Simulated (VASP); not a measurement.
All values below come from TPSS meta-GGA, VASP's PBE PAW potentials (set 64) (plane waves; VASP).

A VASP calculation is set up with these files.

**KPOINTS**
```
Automatic mesh
0
Gamma
1 1 1
0 0 0
```

POSCAR:
```
C atom
1
   12.0000000000     0.0000000000     0.0000000000
    0.0000000000    12.5000000000     0.0000000000
    0.0000000000     0.0000000000    13.0000000000
C
1
Direct
  0.0000000000   0.0000000000   0.0000000000
```

**INCAR**
```
ALGO  =  All
EDIFF  =  1E-6
ENCUT  =  520
ISMEAR  =  0
ISPIN  =  2
ISYM  =  0
LASPH  =  .TRUE.
LCHARG  =  .FALSE.
LMIXTAU  =  .TRUE.
LORBIT  =  10
LREAL  =  .FALSE.
LWAVE  =  .FALSE.
MAGMOM  =  2
METAGGA  =  TPSS
NELM  =  200
NUPDOWN  =  2
PREC  =  Normal
SIGMA  =  0.01
SYSTEM  =  C atom
```

POTCAR, in this order: C (PBE.64 set). Program: vasp_gam. Read from the step before: WAVECAR.

The resulting files:

**OUTCAR**
```
 ion  position               nearest neighbor table
   1  0.000  0.000  0.000-
 Subroutine IBZKPT returns following result:
 Found      1 irreducible k-points:

 Following reciprocal coordinates:
            Coordinates               Weight
  0.000000  0.000000  0.000000      1.000000
   k-points           NKPTS =      1   k-points in BZ     NKDIM =      1   number of bands    NBANDS=      7
   number of dos      NEDOS =    301   number of ions     NIONS =      1
   total plane-waves  NPLWV = 392000
   dimension x,y,z NGX =    70 NGY =   70 NGZ =   80
   dimension x,y,z NGXF=   140 NGYF=  140 NGZF=  160
   ions per type =               1
   PREC   = normal    normal or accurate (medium, high low for compatibility)
   ISTART =      1    job   : 0-new  1-cont  2-samecut
   ICHARG =      0    charge: 1-file 2-atom 10-const
   ISPIN  =      2    spin polarized calculation?
   LNONCOLLINEAR =      F non collinear calculations
   LSORBIT =      F    spin-orbit coupling
   INIWAV =      1    electr: 0-lowe 1-rand  2-diag
   ENCUT  =  520.0 eV  38.22 Ry    6.18 a.u.  22.31 23.24 24.17*2*pi/ulx,y,z
   NELM   =    200;   NELMIN=  2; NELMDL=  0     # of ELM steps
   EDIFF  = 0.1E-05   stopping-criterion for ELM
   LREAL  =      F    real-space projection
   NLSPLINE    = F    spline interpolate recip. space projectors
   LMAXMIX     =    2 max onsite mixed and CHGCAR
   VOSKOWN=      0    Vosko Wilk Nusair interpolation
   EDIFFG = 0.1E-04   stopping-criterion for IOM
   NSW    =      0    number of steps for IOM
   NBLOCK =      1;   KBLOCK =      1    inner block; outer block
   IBRION =     -1    ionic relax: 0-MD 1-quasi-New 2-CG
   NFREE  =      0    steps in history (QN), initial steepest desc. (CG)
   ISIF   =      2    stress and relaxation
   ISYM   =      0    0-nonsym 1-usesym 2-fastsym
   TEIN   =    0.0    initial temperature
   TEBEG  =    0.0;   TEEND  =   0.0 temperature during run
   SMASS  =  -3.00    Nose mass-parameter (am)
   PSTRESS=    0.0 pullay stress
   NELECT =       4.0000    total number of electrons
   EFERMI =   0.00;   METHOD = LEGACY
   ISMEAR =     0;   SIGMA  =   0.01  broadening in eV -4-tet -1-fermi 0-gaus
   IALGO  =     58    algorithm
   LDIAG  =      T    sub-space diagonalisation (order eigenvalues)
   IMIX   =      4    mixing-type and parameters
     AMIX     =   0.40;   BMIX     =  1.00
     AMIX_MAG =   1.60;   BMIX_MAG =  1.00
     AMIN     =   0.10
   METAGGA = TPSS    functional components
   VOSKOWN =     0    Vosko Wilk Nusair interpolation
   LHFCALC =     F    Hartree Fock is set to
   LHFONE  =     F    Hartree Fock one center treatment
   AEXX    =    0.0000 exact exchange contribution
   IVDW    =     0    specifies the selected vdW correction
   LEPSILON=     F    determine dielectric tensor
   LRPA    =     F    only Hartree local field effects (RPA)
  energy-cutoff  :      520.00
  volume of cell :     1950.00
      direct lattice vectors                 reciprocal lattice vectors
    12.000000000  0.000000000  0.000000000     0.083333333  0.000000000  0.000000000
     0.000000000 12.500000000  0.000000000     0.000000000  0.080000000  0.000000000
     0.000000000  0.000000000 13.000000000     0.000000000  0.000000000  0.076923077
 k-point     1 :   0.0000 0.0000 0.0000  plane waves:   26244
 maximum number of plane-waves:     26244
```

### OSZICAR
```
       N       E                     dE             d eps       ncg     rms           ort
SDA:   1    -0.296478923160E+01   -0.29648E+01    0.00000E+00     7   0.251E-01   0.000E+00
CGA:   2    -0.297324436989E+01   -0.84551E-02   -0.84553E-02     7   0.732E-02   0.859E-05
SDA:   3    -0.297632419921E+01   -0.30798E-02   -0.33071E-02     7   0.601E-02  -0.508E-02
CGA:   4    -0.317187868113E+01   -0.19555E+00   -0.19120E+00     7   0.636E-01  -0.110E-03
SDA:   5    -0.317914221068E+01   -0.72635E-02   -0.74050E-02     7   0.856E-01  -0.364E-01
CGA:   6    -0.320355124283E+01   -0.24409E-01   -0.24431E-01     7   0.259E-01  -0.253E-03
CGA:   7    -0.321544379629E+01   -0.11893E-01   -0.11889E-01     7   0.341E-02   0.179E-04
CGA:   8    -0.321653796785E+01   -0.10942E-02   -0.10945E-02     7   0.662E-03  -0.514E-05
CGA:   9    -0.321679282502E+01   -0.25486E-03   -0.25477E-03     7   0.117E-03   0.800E-06
CGA:  10    -0.321683469649E+01   -0.41871E-04   -0.41854E-04     7   0.197E-04   0.184E-06
CGA:  11    -0.321684256666E+01   -0.78702E-05   -0.78750E-05     7   0.384E-05  -0.427E-07
CGA:  12    -0.321684413196E+01   -0.15653E-05   -0.15613E-05     7   0.695E-06   0.359E-07
CGA:  13    -0.321684444650E+01   -0.31454E-06   -0.32243E-06     7   0.123E-06  -0.515E-07
   1 F= -.32168444E+01 E0= -.32168444E+01  d E =-.632357E-20  mag=     2.0000
```

OUTCAR:
```
------------------------ aborting loop because EDIFF is reached ----------------------------------------
  FORCE on cell =-STRESS in cart. coord.  units (eV):
  Direction    XX          YY          ZZ          XY          YZ          ZX
  --------------------------------------------------------------------------------------
  Total       -0.0041095     -0.0033667     -0.0031952     -0.0000380      0.0001728      0.0000312
  in kB       -0.0033765     -0.0027662     -0.0026252     -0.0000312      0.0001420      0.0000256
  external PRESSURE =      -0.0029226 kB  Pullay stress =       0.0000000 kB
  volume of cell :     1950.00
      direct lattice vectors                 reciprocal lattice vectors
    12.000000000  0.000000000  0.000000000     0.083333333  0.000000000  0.000000000
     0.000000000 12.500000000  0.000000000     0.000000000  0.080000000  0.000000000
     0.000000000  0.000000000 13.000000000     0.000000000  0.000000000  0.076923077
 POSITION                                       TOTAL-FORCE (eV/Angst)
 -----------------------------------------------------------------------------------
      0.00000      0.00000      0.00000         0.000002      0.000025     -0.000005
 -----------------------------------------------------------------------------------
    total drift:                                0.000002      0.000025     -0.000005
  FREE ENERGIE OF THE ION-ELECTRON SYSTEM (eV)
  ---------------------------------------------------
  free  energy   TOTEN  =        -3.2168444465 eV

  energy  without entropy=       -3.2168444465  energy(sigma->0) =       -3.21684445

 total charge

# of ion       s       p       d       tot
------------------------------------------
    1        1.054   0.960   0.000   2.014

 magnetization (x)

# of ion       s       p       d       tot
------------------------------------------
    1        0.027   0.960   0.000   0.987
```
(Selected blocks of OUTCAR.)

The atom may not be in its lowest state.

The cell is a free atom in a box.
